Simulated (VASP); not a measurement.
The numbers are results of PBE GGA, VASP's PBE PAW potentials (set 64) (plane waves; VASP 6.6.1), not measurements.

A VASP calculation is set up with these files.

### KPOINTS
```
Automatic mesh
0
Gamma
11 11 7
0 0 0
```

INCAR:
```
# general
SYSTEM  = Sc
PREC    = Accurate
ENCUT   = 400
LREAL   = .FALSE.
LASPH   = .TRUE.
NELECT  = 22.5

# electronic loop
EDIFF   = 1E-6
NELM    = 100
ALGO    = Normal
LMAXMIX = 4

# smearing
ISMEAR  = 0
SIGMA   = 0.05

# functional
GGA     = PE

# ions
ISIF    = 2

# output
LWAVE   = .FALSE.
LCHARG  = .FALSE.
```

File POSCAR:
```
Sc
1
    1.6819790000    -2.8532640000     0.0000000000
    1.6819790000     2.8532640000     0.0000000000
    0.0000000000     0.0000000000     5.1284800000
Sc
2
Direct
  0.3333330000   0.6666670000   0.2500000000
  0.6900580000   0.3567240000   0.7500000000
```

POTCAR, in this order: Sc_sv (PBE.64 set). Program: vasp_std.

The run wrote:

### OSZICAR
```
       N       E                     dE             d eps       ncg     rms          rms(c)
DAV:   1     0.356446256176E+03    0.35645E+03   -0.10093E+04  7392   0.130E+03
DAV:   2     0.957399331544E+01   -0.34687E+03   -0.34251E+03 10085   0.668E+02
DAV:   3    -0.112803283910E+02   -0.20854E+02   -0.20270E+02 12096   0.175E+02
DAV:   4    -0.116148041267E+02   -0.33448E+00   -0.32853E+00 11132   0.215E+01
DAV:   5    -0.116210075850E+02   -0.62035E-02   -0.61988E-02 12320   0.267E+00    0.780E+00
DAV:   6    -0.108196650503E+02    0.80134E+00   -0.20632E+00  9161   0.196E+01    0.257E+00
DAV:   7    -0.106551217846E+02    0.16454E+00   -0.83783E-01  9406   0.108E+01    0.906E-01
DAV:   8    -0.106486088928E+02    0.65129E-02   -0.93361E-02  9546   0.438E+00    0.532E-01
DAV:   9    -0.106426010377E+02    0.60079E-02   -0.32692E-02  9392   0.220E+00    0.286E-02
DAV:  10    -0.106426247044E+02   -0.23667E-04   -0.24063E-04 11973   0.239E-01    0.157E-02
DAV:  11    -0.106426175217E+02    0.71827E-05   -0.17167E-05  8236   0.462E-02    0.641E-03
DAV:  12    -0.106426213689E+02   -0.38472E-05   -0.21297E-06  8028   0.230E-02    0.108E-03
DAV:  13    -0.106426214995E+02   -0.13055E-06   -0.21885E-07  5284   0.856E-03
   1 F= -.10642621E+02 E0= -.10639752E+02  d E =-.573861E-02
```

**OUTCAR**
```
------------------------ aborting loop because EDIFF is reached ----------------------------------------
  FORCE on cell =-STRESS in cart. coord.  units (eV):
  Direction    XX          YY          ZZ          XY          YZ          ZX
  --------------------------------------------------------------------------------------
  Total        2.7049267      3.1914208      2.9626067     -0.1246021      0.0000000      0.0000000
  in kB       88.0409864    103.8755825     96.4280508     -4.0555977      0.0000000      0.0000000
  external PRESSURE =      96.1148732 kB  Pullay stress =       0.0000000 kB
  volume of cell :       49.22
      direct lattice vectors                 reciprocal lattice vectors
     1.681979000 -2.853264000  0.000000000     0.297268872 -0.175237903  0.000000000
     1.681979000  2.853264000  0.000000000     0.297268872  0.175237903  0.000000000
     0.000000000  0.000000000  5.128480000     0.000000000  0.000000000  0.194989549
 POSITION                                       TOTAL-FORCE (eV/Angst)
 -----------------------------------------------------------------------------------
      1.68198      0.95109      1.28212         0.110453      0.035107      0.000000
      1.76067     -0.95109      3.84636        -0.110453     -0.035107     -0.000000
 -----------------------------------------------------------------------------------
    total drift:                                0.000013      0.000000      0.000000
  FREE ENERGIE OF THE ION-ELECTRON SYSTEM (eV)
  ---------------------------------------------------
  free  energy   TOTEN  =       -10.6426214995 eV

  energy  without entropy=      -10.6368828912  energy(sigma->0) =      -10.63975220
```
(Selected blocks of OUTCAR.)

### OUTCAR
```
 val. band max:        3.7010925403   @ k =   0.3636   0.1818   0.4286

 cond. band min:       3.7065577676   @ k =   0.1818  -0.4545  -0.4286


 Fermi energy:         3.7044640251

 k-point     1 :       0.0000    0.0000    0.0000
  band No.  band energies     occupation
      1     -45.6249      2.00000
      2     -45.5488      2.00000
      3     -24.4864      2.00000
      4     -24.1220      2.00000
      5     -24.1059      2.00000
      6     -24.0473      2.00000
      7     -24.0366      2.00000
      8     -24.0264      2.00000
      9      -1.6337      2.00000
     10       1.9469      2.00000
     11       4.1896      0.00000
     12       5.1386      0.00000
     13       5.3612      0.00000
     14       5.4959      0.00000
     15       5.7012      0.00000

 k-point     2 :       0.0909   -0.0000    0.0000
  band No.  band energies     occupation
      1     -45.6211      2.00000
      2     -45.5478      2.00000
      3     -24.4750      2.00000
      4     -24.1415      2.00000
      5     -24.1133      2.00000
      6     -24.0620      2.00000
      7     -24.0452      2.00000
      8     -24.0325      2.00000
      9      -1.4566      2.00000
     10       2.0942      2.00000
     11       4.0470      0.00000
     12       4.8742      0.00000
     13       5.4600      0.00000
     14       5.5243      0.00000
     15       5.7121      0.00000

 k-point     3 :      -0.0000    0.0909    0.0000
  band No.  band energies     occupation
      1     -45.6213      2.00000
      2     -45.5476      2.00000
      3     -24.4761      2.00000
      4     -24.1324      2.00000
      5     -24.1224      2.00000
      6     -24.0678      2.00000
      7     -24.0393      2.00000
      8     -24.0313      2.00000
      9      -1.4571      2.00000
     10       2.0900      2.00000
     11       4.0317      0.00000
     12       4.9049      0.00000
     13       5.4161      0.00000
     14       5.5298      0.00000
     15       5.7624      0.00000
...
```

The cell is charged, with a uniform compensating background.

The compound is Sc in the hcp structure. The cell was not relaxed at this level, atoms are displaced from their ideal sites. The run is one of a series of settings (ISMEAR = 0, NELECT = 22.5, SIGMA = 0.05 against the base run), some of them coarse on purpose.
